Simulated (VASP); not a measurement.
OSZICAR of a VASP run on TaAl (relaxed from the NiAs type structure, space group P6_3/mmc):

File OSZICAR:
```
       N       E                     dE             d eps       ncg     rms          rms(c)
DAV:   1     0.152175728766E+03    0.15218E+03   -0.13044E+04  1224   0.120E+03
DAV:   2    -0.298801555720E+02   -0.18206E+03   -0.17935E+03  1404   0.322E+02
DAV:   3    -0.353469821825E+02   -0.54668E+01   -0.52094E+01  1532   0.490E+01
DAV:   4    -0.354375362353E+02   -0.90554E-01   -0.89726E-01  1490   0.571E+00
DAV:   5    -0.354387502406E+02   -0.12140E-02   -0.12131E-02  1494   0.732E-01    0.196E+01
DAV:   6    -0.343049816604E+02    0.11338E+01   -0.27409E+00  1310   0.118E+01    0.908E+00
DAV:   7    -0.340120972046E+02    0.29288E+00   -0.69044E-01  1340   0.619E+00    0.141E+00
DAV:   8    -0.340042603420E+02    0.78369E-02   -0.38353E-02  1538   0.122E+00    0.464E-01
DAV:   9    -0.340022392545E+02    0.20211E-02   -0.28214E-03  1352   0.469E-01    0.165E-01
DAV:  10    -0.340020798173E+02    0.15944E-03   -0.24591E-04  1564   0.108E-01    0.577E-02
DAV:  11    -0.340020776909E+02    0.21264E-05   -0.22698E-05  1478   0.333E-02    0.199E-02
DAV:  12    -0.340020779395E+02   -0.24859E-06   -0.51580E-06  1370   0.117E-02
   1 F= -.34002078E+02 E0= -.34002312E+02  d E =-.340021E+02
       N       E                     dE             d eps       ncg     rms          rms(c)
DAV:   1    -0.340354543689E+02   -0.33377E-01   -0.12481E+00  1164   0.938E+00    0.103E+00
DAV:   2    -0.340102288786E+02    0.25225E-01   -0.62287E-02  1274   0.154E+00    0.448E-01
DAV:   3    -0.340052015187E+02    0.50274E-02   -0.11349E-02  1380   0.780E-01    0.141E-01
DAV:   4    -0.340049044526E+02    0.29707E-03   -0.85638E-04  1584   0.195E-01    0.116E-01
DAV:   5    -0.340048733799E+02    0.31073E-04   -0.19476E-04  1406   0.763E-02    0.201E-02
DAV:   6    -0.340048670872E+02    0.62928E-05   -0.93847E-05  1288   0.547E-02    0.777E-03
DAV:   7    -0.340048663867E+02    0.70050E-06   -0.54002E-06  1356   0.143E-02
   2 F= -.34004866E+02 E0= -.34005262E+02  d E =-.278845E-02
       N       E                     dE             d eps       ncg     rms          rms(c)
DAV:   1    -0.340090712404E+02   -0.42042E-02   -0.14396E-01  1160   0.317E+00    0.326E-01
DAV:   2    -0.340065631536E+02    0.25081E-02   -0.53855E-03  1258   0.496E-01    0.155E-01
DAV:   3    -0.340058332575E+02    0.72990E-03   -0.21908E-03  1362   0.297E-01    0.479E-02
DAV:   4    -0.340058339489E+02   -0.69140E-06   -0.12777E-04  1370   0.633E-02    0.391E-02
DAV:   5    -0.340058363886E+02   -0.24397E-05   -0.24473E-05  1340   0.270E-02    0.647E-03
DAV:   6    -0.340058350792E+02    0.13094E-05   -0.59184E-06  1270   0.105E-02    0.219E-03
DAV:   7    -0.340058348960E+02    0.18325E-06   -0.16117E-06   788   0.518E-03
   3 F= -.34005835E+02 E0= -.34006159E+02  d E =-.375696E-02
       N       E                     dE             d eps       ncg     rms          rms(c)
DAV:   1    -0.340095591812E+02   -0.37241E-02   -0.10411E-01  1290   0.327E+00    0.413E-01
DAV:   2    -0.340061162842E+02    0.34429E-02   -0.14681E-02  1266   0.821E-01    0.130E-01
DAV:   3    -0.340058506953E+02    0.26559E-03   -0.87181E-04  1324   0.236E-01    0.481E-02
DAV:   4    -0.340057977409E+02    0.52954E-04   -0.92723E-05  1284   0.743E-02    0.268E-02
DAV:   5    -0.340057958328E+02    0.19081E-05   -0.24811E-05  1392   0.412E-02    0.102E-02
DAV:   6    -0.340057970814E+02   -0.12486E-05   -0.94850E-07   738   0.788E-03    0.184E-03
DAV:   7    -0.340057969365E+02    0.14489E-06   -0.26120E-07   652   0.325E-03
   4 F= -.34005797E+02 E0= -.34006143E+02  d E =0.379595E-04
       N       E                     dE             d eps       ncg     rms          rms(c)
DAV:   1    -0.340070155598E+02   -0.12185E-02   -0.28405E-02  1292   0.171E+00    0.214E-01
DAV:   2    -0.340060995299E+02    0.91603E-03   -0.37338E-03  1278   0.420E-01    0.688E-02
DAV:   3    -0.340060217552E+02    0.77775E-04   -0.26725E-04  1378   0.130E-01    0.251E-02
DAV:   4    -0.340060056847E+02    0.16070E-04   -0.27935E-05  1320   0.360E-02    0.135E-02
DAV:   5    -0.340060028059E+02    0.28788E-05   -0.77077E-06  1320   0.239E-02    0.604E-03
DAV:   6    -0.340060023566E+02    0.44927E-06   -0.67570E-07   658   0.621E-03
   5 F= -.34006002E+02 E0= -.34006338E+02  d E =-.167461E-03
```

Question: Which electronic solver shows in the log?

Answer: It is blocked Davidson (ALGO = Normal, or the opening steps of other solvers). The INCAR had ALGO = Normal.

Question: Can the final energy be trusted as converged?

Answer: The run converged. It stopped with EDIFF = 1E-6, NELM = 100, NSW = 60 and EDIFFG = -0.02 after 5 ionic steps (PBEsol GGA, plane waves, VASP's PBE PAW potentials (set 64)).

The structure was generated: TaAl was put into the NiAs type type (P6_3/mmc), which need not be its known phase. This run relaxes it. Symmetry was kept, so distortions that lower it aren't found. The start is the result of an earlier pass.
